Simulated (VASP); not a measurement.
InPd:

```xyz
2
Lattice="3.2719 0.0000 0.0000 0.0000 3.2719 0.0000 0.0000 0.0000 3.2719" Properties=species:S:1:pos:R:3 pbc="T T T"
In    0.0000    0.0000    0.0000
Pd    1.6359    1.6359    1.6359
```

The cell comes from a database or a generator and needn't be the stable form of this composition.

| Quantity | Value |
| --- | --- |
| Program | VASP 6.6.1 |
| Task | relaxation of cell and atoms |
| Functional | PBE |
| Potentials or basis | VASP PAW PBE potentials, release 64 (In_d, Pd) |
| Cutoff | 600 eV |
| k mesh | 14 × 14 × 14 |
| Occupations | gaussian, width 0.1 eV |
| Spin | no spin polarisation |

At the start: pressure 3.7 GPa; volume 17.51 Å³/atom.

Q: Where does the relaxation end?

A: Over 3 steps the energy falls by 6.1 meV/atom and the volume is 18.06 Å³/atom (+3.1 %); space group Pm-3m (No. 221, to 0.05 Å).

The path:
| step | energy change (eV) | largest force (eV/Å) | pressure (GPa) | volume (Å³) |
| --- | --- | --- | --- | --- |
| 1 | 0.0000 | 0.0000 | 3.71 | 35.03 |
| 2 | -0.0031 | 0.0000 | -2.78 | 37.12 |
| 3 | -0.0121 | 0.0000 | 0.02 | 36.12 |

Final structure:
```
CELL_PARAMETERS angstrom
3.30546 0.00000 0.00000
0.00000 3.30546 0.00000
0.00000 0.00000 3.30546
ATOMIC_POSITIONS crystal
In 0.00000 0.00000 0.00000
Pd 0.50000 0.50000 0.50000
```
